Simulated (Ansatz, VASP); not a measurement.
# WSeS in two plane-wave programs, part 2 of 3

One calculation is typed for both programs; each brings its own data sets. How far apart do they land? The cell is taken from a series of runs on this material, whose earlier steps may have relaxed, scaled, displaced or heated it; both programs get it as it stands.

VASP 6.6.1 and Ansatz 0.2.0.

So far: The starting structure; Ansatz: zone-centre phonons, PBEsol, pair 1.

### Step 3. VASP: zone-centre phonons, PBEsol, pair 1

Level of this step: PBEsol, no spin polarisation; plane waves and PAW (W, S, Se) (VASP).

The same cell, functional and mesh now go to VASP, with its own data sets.

Lines of VASP's logs that name or quote its potential files are left out, and so is its time.

INCAR reads:

```
SYSTEM = WSeS
PREC = Accurate
ENCUT = 600
EDIFF = 1E-08
NELM = 120
ISMEAR = 0
SIGMA = 0.01
LREAL = .FALSE.
ALGO = Normal
GGA = PS
NBANDS = 15
LASPH = .TRUE.
LORBIT = 11
LWAVE = .FALSE.
LCHARG = .FALSE.
ISIF = 2
IBRION = 8
GGA_COMPAT = .FALSE.
EFERMI = MIDGAP
NELMDL = -8
KPAR = 2
```

POSCAR reads:

```
WSeS
1.0
    3.2069962185      0.0000000000      0.0000000000
   -1.6034981092      2.7217933912      0.0000000000
    0.0000000000      0.0000000000     30.4000000000
W S Se
1 1 1
Direct
    0.3324073884      0.6648147769      0.3297511806
    0.6671999224      0.3343998449      0.3805834166
    0.6670593557      0.3341187115      0.2732180344
```

KPOINTS reads:

```
Automatic mesh
0
Gamma
12 12 1
0 0 0
```

PAW data sets: W, S and Se (PBE family, release 64).

The run is started by

```bash
> mpirun -np 2 vasp_std
```

Numbers of over 12 decimals in the logs are rounded to 6 here.

Output:

```text
[banner, memory and clock lines left out]
running    2 mpi-ranks, on    1 nodes
 distrk:  each k-point on    1 cores,    2 groups
 distr:  one band on    1 cores,    1 groups

 POSCAR found type information on POSCAR W S Se
 POSCAR found :  3 types and       3 ions
|                                                                             |
|               ----> ADVICE to this user running VASP <----                  |
|                                                                             |
|     You enforced a specific xc type in the INCAR file but a different       |
|     [... a line on the potential file left out ...]
|     I HOPE YOU KNOW WHAT YOU ARE DOING!                                     |
|                                                                             |

 LDA part: xc-table for (Slater+PW92), standard interpolation
 POSCAR, INCAR and KPOINTS ok, starting setup
 FFT: planning ... GRIDC
 FFT: planning ... GRID_SOFT
 FFT: planning ... GRID
 WAVECAR not read
 entering main loop
       N       E                     dE             d eps       ncg     rms          rms(c)
DAV:   1     0.144750853652E+03    0.14475E+03   -0.60897E+03  1290   0.947E+02
DAV:   2    -0.691418662681E+01   -0.15167E+03   -0.14127E+03  2295   0.162E+02
DAV:   3    -0.250532534071E+02   -0.18139E+02   -0.18012E+02  1836   0.723E+01
DAV:   4    -0.254282263025E+02   -0.37497E+00   -0.37312E+00  1661   0.130E+01
DAV:   5    -0.254371836157E+02   -0.89573E-02   -0.89541E-02  1803   0.187E+00
DAV:   6    -0.254375210081E+02   -0.33739E-03   -0.33739E-03  1820   0.374E-01
DAV:   7    -0.254375313842E+02   -0.10376E-04   -0.10376E-04  1832   0.613E-02
DAV:   8    -0.254375319166E+02   -0.53233E-06   -0.53226E-06  1851   0.133E-02    0.266E+01
DAV:   9    -0.244898030317E+02    0.94773E+00   -0.23477E+00  1984   0.114E+01    0.114E+01
DAV:  10    -0.243445761802E+02    0.14523E+00   -0.11194E+00  1696   0.798E+00    0.546E+00
DAV:  11    -0.242651872736E+02    0.79389E-01   -0.17648E-01  1570   0.373E+00    0.830E-01
DAV:  12    -0.242644457732E+02    0.74150E-03   -0.31613E-02  1787   0.119E+00    0.469E-01
DAV:  13    -0.242624463233E+02    0.19994E-02   -0.79069E-03  1759   0.644E-01    0.159E-01
DAV:  14    -0.242624247398E+02    0.21584E-04   -0.79827E-04  1794   0.228E-01    0.568E-02
[...]
DAV:  24    -0.242630015856E+02   -0.53147E-05   -0.12758E-07  1640   0.113E-03    0.298E-04
DAV:  25    -0.242630044214E+02   -0.28358E-05   -0.63459E-08  1655   0.659E-04    0.156E-04
DAV:  26    -0.242630060128E+02   -0.15914E-05   -0.28407E-08  1492   0.413E-04    0.139E-04
DAV:  27    -0.242630065604E+02   -0.54764E-06   -0.39196E-09  1520   0.194E-04    0.102E-04
DAV:  28    -0.242630068620E+02   -0.30161E-06   -0.19524E-09  1360   0.162E-04    0.366E-05
DAV:  29    -0.242630069100E+02   -0.47941E-07    0.26676E-10  1450   0.842E-05    0.580E-05
DAV:  30    -0.242630069384E+02   -0.28468E-07    0.50782E-10  1163   0.413E-05    0.896E-06
DAV:  31    -0.242630069454E+02   -0.69920E-08    0.60952E-10  1317   0.221E-05
   1 F= -.24263007E+02 E0= -.24263007E+02  d E =0.000000E+00
 Linear response reoptimize wavefunctions to high precision
DAV:   1    -0.242630069468E+02   -0.13774E-08    0.63299E-10  1324   0.109E-05
DAV:   2    -0.242630069468E+02   -0.81855E-11    0.64069E-10  1415   0.463E-06
 Linear response DOF=           9
 Linear response progress:
  Degree of freedom:   1/  9
       N       E                     dE             d eps       ncg     rms          rms(c)
RMM:   1    -0.114729244175E+00   -0.11473E+00   -0.10424E-01  4099   0.179E+00
RMM:   2    -0.109837469559E+00    0.48918E-02   -0.33739E-03  3466   0.368E-01    0.173E-01
RMM:   3    -0.109279865036E+00    0.55760E-03   -0.29660E-04  3542   0.970E-02    0.103E-01
RMM:   4    -0.109083968196E+00    0.19590E-03   -0.34687E-04  3432   0.116E-01    0.139E-02
RMM:   5    -0.109124839932E+00   -0.40872E-04   -0.79873E-06  3936   0.160E-02    0.322E-03
RMM:   6    -0.109131813743E+00   -0.69738E-05   -0.59163E-07  3940   0.288E-03    0.605E-04
[...]
RMM:  12    -0.152235088176E+00   -0.54826E-07    0.11942E-08  2386   0.113E-04    0.429E-05
RMM:  13    -0.152235148371E+00   -0.60195E-07    0.20528E-09  2411   0.118E-04    0.178E-05
RMM:  14    -0.152235205427E+00   -0.57056E-07    0.53882E-08  2515   0.699E-05    0.135E-05
RMM:  15    -0.152235190821E+00    0.14606E-07    0.30444E-08  2569   0.753E-05    0.973E-06
RMM:  16    -0.152235204432E+00   -0.13611E-07    0.16346E-08  2550   0.283E-05    0.442E-06
RMM:  17    -0.152235191424E+00    0.13008E-07   -0.44246E-09  2602   0.363E-05    0.243E-06
RMM:  18    -0.152235194722E+00   -0.32978E-08   -0.24102E-09  2281   0.812E-06    0.125E-06
 first order change of Fermi-energy  -0.95321E+00
 force on displaced ion       1 direction 3 :  -0.000  -0.058 -32.012
 Linear response progress:
  Degree of freedom:   4/  9
       N       E                     dE             d eps       ncg     rms          rms(c)
RMM:   1    -0.943666437369E-01   -0.94367E-01    0.99724E-03  5368   0.207E+00
RMM:   2    -0.928111976754E-01    0.15554E-02   -0.23544E-03  3590   0.380E-01    0.133E-01
RMM:   3    -0.930090749442E-01   -0.19788E-03   -0.11640E-04  3688   0.680E-02    0.771E-02
RMM:   4    -0.932912624117E-01   -0.28219E-03   -0.80347E-05  3797   0.463E-02    0.136E-02
[...]
first order change of Fermi-energy  -0.15701E+00
 force on displaced ion       2 direction 2 :  -0.000 -10.923  -0.334
 Linear response progress:
  Degree of freedom:   6/  9
       N       E                     dE             d eps       ncg     rms          rms(c)
RMM:   1    -0.160750568079E+00   -0.16075E+00    0.25303E-02  3094   0.215E+00
RMM:   2    -0.157449036607E+00    0.33015E-02   -0.32452E-03  2097   0.418E-01    0.362E-01
RMM:   3    -0.157347218533E+00    0.10182E-03   -0.46327E-04  2192   0.130E-01    0.265E-01
RMM:   4    -0.157529102861E+00   -0.18188E-03   -0.34109E-04  2164   0.847E-02    0.505E-02
RMM:   5    -0.157478658847E+00    0.50444E-04   -0.14414E-04  2142   0.590E-02    0.169E-02
RMM:   6    -0.157473464842E+00    0.51940E-05   -0.45078E-06  2174   0.129E-02    0.455E-03
RMM:   7    -0.157471464137E+00    0.20007E-05   -0.45144E-07  2344   0.366E-03    0.232E-03
RMM:   8    -0.157476052298E+00   -0.45882E-05   -0.26022E-08  2331   0.836E-04    0.122E-03
RMM:   9    -0.157481993102E+00   -0.59408E-05   -0.26773E-08  2216   0.669E-04    0.259E-04
RMM:  10    -0.157484138979E+00   -0.21459E-05   -0.13630E-08  2320   0.344E-04    0.413E-04
RMM:  11    -0.157486461406E+00   -0.23224E-05   -0.30059E-08  2355   0.433E-04    0.166E-04
RMM:  12    -0.157488336250E+00   -0.18748E-05    0.12870E-08  2449   0.308E-04    0.662E-05
RMM:  13    -0.157488907716E+00   -0.57147E-06    0.40510E-08  2473   0.153E-04    0.322E-05
RMM:  14    -0.157488979923E+00   -0.72206E-07   -0.57951E-09  2519   0.157E-04    0.346E-05
RMM:  15    -0.157488996263E+00   -0.16340E-07   -0.54644E-08  2500   0.533E-05    0.111E-05
RMM:  16    -0.157489076839E+00   -0.80577E-07   -0.48746E-08  2507   0.407E-05    0.122E-05
RMM:  17    -0.157489068300E+00    0.85396E-08    0.25900E-10  2490   0.253E-05    0.568E-06
 first order change of Fermi-energy   0.25261E+00
 force on displaced ion       2 direction 3 :  -0.000  -0.336 -18.310
 Linear response progress:
  Degree of freedom:   7/  9
       N       E                     dE             d eps       ncg     rms          rms(c)
RMM:   1    -0.692959682756E-01   -0.69296E-01    0.34148E-02  5299   0.147E+00
RMM:   2    -0.683649935380E-01    0.93097E-03   -0.17622E-03  3640   0.291E-01    0.935E-02
RMM:   3    -0.684648325922E-01   -0.99839E-04   -0.70071E-05  3710   0.455E-02    0.562E-02
RMM:   4    -0.686244870006E-01   -0.15965E-03   -0.30874E-05  3813   0.320E-02    0.680E-03
RMM:   5    -0.685893171727E-01    0.35170E-04   -0.96725E-07  3875   0.651E-03    0.202E-03
RMM:   6    -0.685790825996E-01    0.10235E-04   -0.97858E-09  4031   0.180E-03    0.540E-04
RMM:   7    -0.685824720698E-01   -0.33895E-05   -0.85074E-09  3860   0.741E-04    0.165E-04
RMM:   8    -0.685820620581E-01    0.41001E-06    0.29002E-08  4110   0.153E-04    0.360E-05
RMM:   9    -0.685818608314E-01    0.20123E-06    0.28128E-08  4138   0.372E-05    0.163E-05
RMM:  10    -0.685817061228E-01    0.15471E-06    0.16211E-08  3855   0.233E-05    0.344E-06
RMM:  11    -0.685817009503E-01    0.51725E-08   -0.77639E-09  4186   0.804E-06    0.235E-06
 first order change of Fermi-energy  -0.17399E-03
 force on displaced ion       3 direction 1 :  -9.244  -0.001   0.001
 Linear response progress:
  Degree of freedom:   8/  9
       N       E                     dE             d eps       ncg     rms          rms(c)
RMM:   1    -0.685675478619E-01   -0.68568E-01    0.31991E-02  3039   0.146E+00
RMM:   2    -0.676447320335E-01    0.92282E-03   -0.17420E-03  2116   0.284E-01    0.925E-02
RMM:   3    -0.677380682135E-01   -0.93336E-04   -0.67348E-05  2147   0.437E-02    0.557E-02
RMM:   4    -0.678924381610E-01   -0.15437E-03   -0.28968E-05  2218   0.312E-02    0.683E-03
RMM:   5    -0.678676098879E-01    0.24828E-04   -0.93962E-07  2294   0.605E-03    0.348E-03
RMM:   6    -0.678503794976E-01    0.17230E-04   -0.45398E-07  2253   0.290E-03    0.692E-04
RMM:   7    -0.678502839136E-01    0.95584E-07   -0.37899E-09  2364   0.556E-04    0.302E-04
RMM:   8    -0.678520527791E-01   -0.17689E-05   -0.18094E-09  2160   0.352E-04    0.729E-05
RMM:   9    -0.678518834252E-01    0.16935E-06   -0.15439E-09  2419   0.848E-05    0.222E-05
RMM:  10    -0.678516676567E-01    0.21577E-06   -0.10018E-09  2273   0.270E-05    0.706E-06
RMM:  11    -0.678516323655E-01    0.35291E-07   -0.14080E-09  2424   0.109E-05    0.168E-06
RMM:  12    -0.678516372446E-01   -0.48790E-08   -0.39406E-09  2149   0.553E-06    0.881E-07
 first order change of Fermi-energy  -0.16591E+00
 force on displaced ion       3 direction 2 :  -0.000  -9.448   0.279
 Linear response progress:
  Degree of freedom:   9/  9
       N       E                     dE             d eps       ncg     rms          rms(c)
RMM:   1    -0.135806801127E+00   -0.13581E+00    0.71219E-02  3006   0.159E+00
RMM:   2    -0.134180866620E+00    0.16259E-02   -0.29509E-03  2099   0.368E-01    0.287E-01
RMM:   3    -0.134037893639E+00    0.14297E-03   -0.35392E-04  2197   0.110E-01    0.227E-01
RMM:   4    -0.134135241995E+00   -0.97348E-04   -0.34477E-04  2178   0.831E-02    0.476E-02
RMM:   5    -0.134090752349E+00    0.44490E-04   -0.10959E-04  2112   0.518E-02    0.121E-02
RMM:   6    -0.134087272509E+00    0.34798E-05   -0.57949E-06  2240   0.145E-02    0.218E-03
RMM:   7    -0.134089570289E+00   -0.22978E-05   -0.23686E-07  2251   0.290E-03    0.126E-03
RMM:   8    -0.134092642127E+00   -0.30718E-05   -0.17811E-09  2310   0.764E-04    0.797E-04
RMM:   9    -0.134099213538E+00   -0.65714E-05   -0.78747E-08  2164   0.116E-03    0.361E-04
RMM:  10    -0.134104754101E+00   -0.55406E-05   -0.60317E-08  2415   0.994E-04    0.247E-04
RMM:  11    -0.134106532227E+00   -0.17781E-05   -0.35239E-08  2457   0.434E-04    0.978E-05
RMM:  12    -0.134108377332E+00   -0.18451E-05   -0.63529E-08  2504   0.464E-04    0.641E-05
RMM:  13    -0.134108451411E+00   -0.74079E-07    0.10552E-08  2557   0.264E-04    0.435E-05
RMM:  14    -0.134108595799E+00   -0.14439E-06   -0.70013E-08  2552   0.185E-04    0.220E-05
RMM:  15    -0.134108620878E+00   -0.25079E-07   -0.86351E-08  2563   0.910E-05    0.122E-05
RMM:  16    -0.134108672573E+00   -0.51695E-07    0.18050E-08  2558   0.628E-05    0.908E-06
RMM:  17    -0.134108687779E+00   -0.15205E-07   -0.10341E-08  2490   0.280E-05    0.350E-06
RMM:  18    -0.134108690615E+00   -0.28361E-08   -0.13489E-08  2357   0.140E-05    0.197E-06
 first order change of Fermi-energy   0.70057E+00
 force on displaced ion       3 direction 3 :   0.000   0.278 -17.192
 Linear response finished
```

Parts of OUTCAR (step 3):

```text
ion  position               nearest neighbor table
   1  0.332  0.665  0.330-   2 2.39   2 2.40   2 2.40   3 2.50   3 2.52   3 2.52
   2  0.667  0.334  0.381-   1 2.39   1 2.40   1 2.40
   3  0.667  0.334  0.273-   1 2.50   1 2.52   1 2.52

  LATTYP: Found a base centered orthorhombic cell.
 ALAT       =     3.2069962185
 B/A-ratio  =     1.6974097914
 C/A-ratio  =     9.4792752871

 Subroutine GETGRP returns: Found  2 space group operations
 (whereof  2 operations were pure point group operations)

The static configuration has the point symmetry C_1h.

 Found     43 irreducible k-points:

   k-points           NKPTS =     43   k-points in BZ     NKDIM =     43   number of bands    NBANDS=     15

   dimension x,y,z NGX =    28 NGY =   28 NGZ =  250
   dimension x,y,z NGXF=    56 NGYF=   56 NGZF=  500

   ENCUT  =  600.0 eV  44.10 Ry    6.64 a.u.   6.41  6.31 60.72*2*pi/ulx,y,z

   NELECT =      18.0000    total number of electrons

 k-points in reciprocal lattice and weights: Automatic mesh
   0.00000000  0.00000000  0.00000000       0.007
   0.08333333  0.00000000  0.00000000       0.028
   0.16666667  0.00000000  0.00000000       0.028
   0.25000000  0.00000000  0.00000000       0.028
   0.33333333  0.00000000  0.00000000       0.028
   0.41666667  0.00000000  0.00000000       0.028
   0.50000000  0.00000000  0.00000000       0.014
   0.00000000  0.08333333  0.00000000       0.014
   0.08333333  0.08333333  0.00000000       0.028
[...]
0.16666667  0.41666667  0.00000000       0.014
   0.00000000  0.50000000  0.00000000       0.007

 average (electrostatic) potential at core
       1 -48.3489       2 -94.5249       3 -61.1629

  Total        0.2045168      1.5512746     -0.0489441      0.0000000     -0.0001615     -0.0000000
  in kB        1.2348446      9.3663866     -0.2955179      0.0000000     -0.0009751     -0.0000000
  external PRESSURE =       3.4352378 kB  Pullay stress =       0.0000000 kB

  energy-cutoff  :      600.00
  volume of cell :      265.35
      direct lattice vectors                 reciprocal lattice vectors
     3.206996219  0.000000000  0.000000000     0.311818266  0.183702408  0.000000000
    -1.603498109  2.721793391  0.000000000     0.000000000  0.367404816  0.000000000
     0.000000000  0.000000000 30.400000000     0.000000000  0.000000000  0.032894737

 POSITION                                       TOTAL-FORCE (eV/Angst)
 -----------------------------------------------------------------------------------
     -0.00000      1.80949     10.02444        -0.000000     -0.001387      0.015793
      1.60350      0.91017     11.56974         0.000000      0.000704     -0.021303
      1.60350      0.90940      8.30583         0.000000      0.000684      0.005511
 -----------------------------------------------------------------------------------
    total drift:                                0.000000      0.000050      0.000040

 Eigenvectors and eigenvalues of the dynamical matrix
 ----------------------------------------------------

   1 f  =   12.769188 THz    80.231176 2PiTHz  425.934270 cm-1    52.809095 meV
             X         Y         Z           dx          dy          dz
     -0.000000  1.809488 10.024436    -0.000000   -0.018200   -0.410468
      1.603498  0.910167 11.569736     0.000000    0.043447    0.909457
      1.603498  0.909402  8.305828     0.000000    0.000167    0.046741

   2 f  =   10.132941 THz    63.667149 2PiTHz  337.998545 cm-1    41.906460 meV
             X         Y         Z           dx          dy          dz
     -0.000000  1.809488 10.024436    -0.000000   -0.463482    0.025335
      1.603498  0.910167 11.569736     0.000000    0.871700   -0.038798
      1.603498  0.909402  8.305828     0.000000    0.151604   -0.013888

   3 f  =   10.010171 THz    62.895762 2PiTHz  333.903375 cm-1    41.398724 meV
             X         Y         Z           dx          dy          dz
     -0.000000  1.809488 10.024436    -0.462890    0.000000   -0.000000
      1.603498  0.910167 11.569736     0.873726   -0.000000    0.000000
      1.603498  0.909402  8.305828     0.149453   -0.000000    0.000000

   4 f  =    8.510991 THz    53.476134 2PiTHz  283.896102 cm-1    35.198615 meV
             X         Y         Z           dx          dy          dz
     -0.000000  1.809488 10.024436    -0.000000   -0.006246    0.455133
      1.603498  0.910167 11.569736     0.000000   -0.023280    0.250281
      1.603498  0.909402  8.305828     0.000000    0.024537   -0.853833

   5 f  =    6.154090 THz    38.667286 2PiTHz  205.278338 cm-1    25.451259 meV
             X         Y         Z           dx          dy          dz
     -0.000000  1.809488 10.024436    -0.000000   -0.401693   -0.017765
      1.603498  0.910167 11.569736    -0.000000   -0.359057   -0.000463
      1.603498  0.909402  8.305828     0.000000    0.841819    0.027315

   6 f  =    6.095300 THz    38.297898 2PiTHz  203.317317 cm-1    25.208123 meV
             X         Y         Z           dx          dy          dz
     -0.000000  1.809488 10.024436     0.402852   -0.000000   -0.000000
      1.603498  0.910167 11.569736     0.357545   -0.000000   -0.000000
      1.603498  0.909402  8.305828    -0.842539    0.000000    0.000000

   7 f/i=    0.000430 THz     0.002702 2PiTHz    0.014343 cm-1     0.001778 meV
             X         Y         Z           dx          dy          dz
     -0.000000  1.809488 10.024436     0.789584    0.000000    0.000000
      1.603498  0.910167 11.569736     0.329796    0.000000    0.000000
      1.603498  0.909402  8.305828     0.517486    0.000000    0.000000

   8 f/i=    0.000763 THz     0.004797 2PiTHz    0.025466 cm-1     0.003157 meV
             X         Y         Z           dx          dy          dz
     -0.000000  1.809488 10.024436    -0.000000   -0.192316    0.765794
      1.603498  0.910167 11.569736    -0.000000   -0.080365    0.319845
      1.603498  0.909402  8.305828    -0.000000   -0.125996    0.501936

   9 f/i=    0.001175 THz     0.007382 2PiTHz    0.039190 cm-1     0.004859 meV
             X         Y         Z           dx          dy          dz
     -0.000000  1.809488 10.024436     0.000000   -0.765814   -0.192282
      1.603498  0.910167 11.569736     0.000000   -0.319891   -0.080253
      1.603498  0.909402  8.305828     0.000000   -0.501877   -0.126119

 ELASTIC MODULI CONTR FROM IONIC RELAXATION (kBar)
 Direction    XX          YY          ZZ          XY          YZ          ZX
 --------------------------------------------------------------------------------
 XX        -110.8604    -75.4151   -244.0481     -0.0000      4.8597      0.0000
 YY         -75.4151   -107.0037   -236.8384     -0.0000     -5.4159     -0.0000
 ZZ        -244.0481   -236.8384   -627.8223     -0.0000      0.2011      0.0000
 XY          -0.0000     -0.0000     -0.0000     -7.8260     -0.0000      6.7374
 YZ           4.8597     -5.4159      0.2011     -0.0000   -317.1110     -0.0000
 ZX           0.0000     -0.0000      0.0000      6.7374     -0.0000   -284.3349
 --------------------------------------------------------------------------------
```

### Step 4. Differences

Known differences besides the potentials themselves: fixed occupations in Ansatz, narrow Gaussian smearing in VASP; Ansatz cuts the interaction across the vacuum, VASP repeats the sheet without a dipole correction; the data sets hold 36 valence electrons in Ansatz (on its PAW soft_1 files) and 18 in VASP; the cutoff is 420 eV in Ansatz and 600 eV in VASP; Ansatz makes its cores anew for this functional, VASP keeps those of its PBE data sets. Total energies have different zeros and are not compared.

The two programs side by side:

```
             quantity  Ansatz   VASP  difference
optical mode 1 (cm⁻¹)   202.5  203.3     -0.41 %
optical mode 2 (cm⁻¹)   204.4  205.3     -0.42 %
optical mode 3 (cm⁻¹)   281.7  283.9     -0.77 %
optical mode 4 (cm⁻¹)   332.1  333.9     -0.55 %
optical mode 5 (cm⁻¹)   336.1  338.0     -0.56 %
optical mode 6 (cm⁻¹)   422.9  425.9     -0.71 %
```

Modes are paired by rising frequency, not by their patterns, so a pair may set unlike modes beside each other; they are those without the splitting of longitudinal modes. Where the cell holds vacuum, a pressure given here is an average over it and none of the material.

(Continued in part 3 of 3.)

[Lines on the potential files, build, host, timing and source positions are cut from VASP's logs without a mark.]

[Logs are printed without paths, hosts, clocks, repeated set-up lines and the standing remarks that a program may print on its own settings, such as how far it seeks lower states.]

[Hosts, paths, dates, database ids (printed as entryN), source tags and the programs' standing remarks are cut or masked in the printed files.]
